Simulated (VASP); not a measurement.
Calculation: PBE GGA, VASP's PBE PAW potentials (set 64) (plane waves; VASP). For the first row: Run with 520 eV cut-off, 8×8×8 Γ-centred mesh, Gaussian smearing of 0.050 eV, potentials Pb_d S.

```csv
system,energy (eV/atom)
PbS (rock salt),-4.3850
Pb atom,-0.6147
S atom,-1.0735
```

Atoms are spin-polarised in a large box without symmetry, with the spin fixed by Hund's rule, and may not be in the lowest state of each functional; no zero-point energy is added.  Spin-orbit coupling is left out, which shifts such energies by up to tenths of an eV for the heavy elements here.

Q: What is the cohesive energy per atom of PbS?

A: The references average (1×(-0.6147) + 1×(-1.0735))/2 = -0.8441 eV, so the cohesive energy is -0.8441 − (-4.3850) = 3.541 eV/atom. Measured: 2.980 eV/atom at 0 K (as given by CRC Handbook of Chemistry and Physics, Standard Thermodynamic Properties of Chemical Substances; atomisation enthalpy at 298 K (2.968) less the gas atoms' H298-H0 (0.067), plus the solid's thermal (0.061) and zero-point (0.018) energy from a Debye model with theta = 183 K fitted to S(298) = 91.2 J/(mol K); atoms in their measured spin-orbit ground levels; the uncertainty is an estimate of this correction alone).
